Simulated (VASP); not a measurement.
Consider the following.

```
SrTe
1.0
    0.00000     3.32849     3.32849
    3.32849     0.00000     3.32849
    3.32849     3.32849     0.00000
Sr Te
1 1
Cartesian
  0.00000   0.00000   0.00000
  3.32849   3.32849   3.32849
```

These are HSEsol screened hybrid, VASP's PBE PAW potentials (set 64) (plane waves; VASP) values and carry that method's errors. Run with 520 eV cut-off, 6×6×6 Γ-centred mesh, Gaussian smearing of 0.050 eV, potentials Sr_sv Te.

Unless said otherwise, spin-orbit coupling is left out, though it shifts the bands of the heavy elements here.

### Question
What does the run give for the energy per atom (σ→0), band gap (on the k-mesh) with the smallest direct gap where there is one?

### Answer

```json
{
 "band gap (on the k-mesh)": "2.37 eV",
 "smallest direct gap (on the k-mesh)": "3.21 eV",
 "energy per atom (σ→0)": "-4.937 eV/atom"
}
```

The absolute energy has meaning only against runs of the same code, potentials and settings.

The compound is SrTe in the rock salt structure. This cell is one point of a volume scan, at 0.97 of the reference volume. The cell's shape comes from a PBE relaxation.
